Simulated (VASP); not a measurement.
A run of VASP 6.6.1:

File INCAR:

```
ALGO     = Normal         # electronic algorithm
EDIFF    = 1E-7           # SCF threshold, eV
EDIFFG   = -0.002         # ionic threshold
ENCUT    = 520            # plane-wave cutoff, eV
GGA      = PS             # functional
IBRION   = 2              # ionic algorithm
ISIF     = 4              # what is computed and relaxed
ISMEAR   = 0              # smearing method
IVDW     = 12             # dispersion correction
LASPH    = True           # aspherical terms in the spheres
LCHARG   = False          # write CHGCAR
LREAL    = False          # projectors in reciprocal space
LWAVE    = False          # write WAVECAR
NELM     = 100            # most SCF steps
NSW      = 80             # ionic steps
PREC     = Accurate       # precision mode
SIGMA    = 0.1            # smearing width, eV
```

Contents of KPOINTS:

```
k-points
0
Gamma
  16 16 16
```

File POSCAR:

```
LaC2                                    
1.0
   -1.9629207854      1.9629207854      3.3109009647
    1.9629207854     -1.9629207854      3.3109009647
    1.9629207854      1.9629207854     -3.3109009647
  La              C             
     1     2
Direct
     0.0000000000000000    0.0000000000000000    0.0000000000000000
     0.4002827795081387    0.4002827795081387    0.0000000000000000
     0.5997172204918613    0.5997172204918613    0.0000000000000000
```

Potentials or basis: VASP PAW PBE potentials, release 64 (La, C).

Launch:

```console
$ cat potpaw_PBE.64/La/POTCAR potpaw_PBE.64/C/POTCAR > POTCAR
$ mpirun -np 1 vasp_std > vasp.out
```

Hardware: 1 thread of Intel(R) Xeon(R) Platinum 8488C (Sapphire Rapids) (shared host).

Question: Estimate the wall time of this run.

Answer: Run time: 9.1 min on 1 thread of Intel(R) Xeon(R) Platinum 8488C (Sapphire Rapids), with other jobs on the host, peak memory 0.45 GiB. Counts: scf iterations 67, k points 349, ion steps 9.
